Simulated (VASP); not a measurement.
Data:

```
CELL_PARAMETERS angstrom
      3.45225    -1.81860    -0.03331
      3.45225     1.81860    -0.03331
      2.52328     0.00000     2.97649
ATOMIC_POSITIONS crystal
  As 0.23342 0.23342 0.23342
  As 0.76658 0.76658 0.76658
```

Calculation: r2SCAN meta-GGA, VASP's PBE PAW potentials (set 64) (plane waves; VASP 6.6.1). Settings: 500 eV cut-off, 12×12×12 Γ-centred mesh, first-order Methfessel-Paxton smearing of 0.10 eV, potentials As.

Task: The ions, cell shape and volume at an external pressure of 10.0 GPa are relaxed. Which structure does the run end with?

Result: 
```
CELL_PARAMETERS angstrom
      3.37090    -1.84679    -0.07545
      3.37090     1.84679    -0.07545
      2.42752     0.00000     2.98101
ATOMIC_POSITIONS crystal
  As 0.23312 0.23312 0.23312
  As 0.76688 0.76688 0.76688
```
Space group R-3m (166), at a tolerance of 0.03 Å.

Task: How do energy and volume change from the first to the last step?

Result: The energy (σ→0) changes by -10.2 meV/atom and the volume by +0.3 %, in 10 ionic steps.

```
step  E(σ→0) (eV)  max force (eV/Å)  pressure (GPa)  volume (Å³)
----  -----------  ----------------  --------------  -----------
1        -29.1932             0.096           10.64        37.68
2        -29.2267             0.075            9.45        38.09
3        -29.2471             0.048            8.59        38.38
4        -29.2142             0.191           10.26        37.84
5        -29.2301             0.088            9.51        38.07
6        -29.2163             0.054           10.10        37.84
7        -29.2143             0.050           10.17        37.81
8        -29.2165             0.005            9.90        37.84
9        -29.2166             0.006            9.89        37.84
10       -29.2136             0.004            9.98        37.79
```

The compound is As in the a7 structure. This run relaxes it under an external pressure of 10 GPa. Symmetry was kept, so distortions that lower it aren't found.
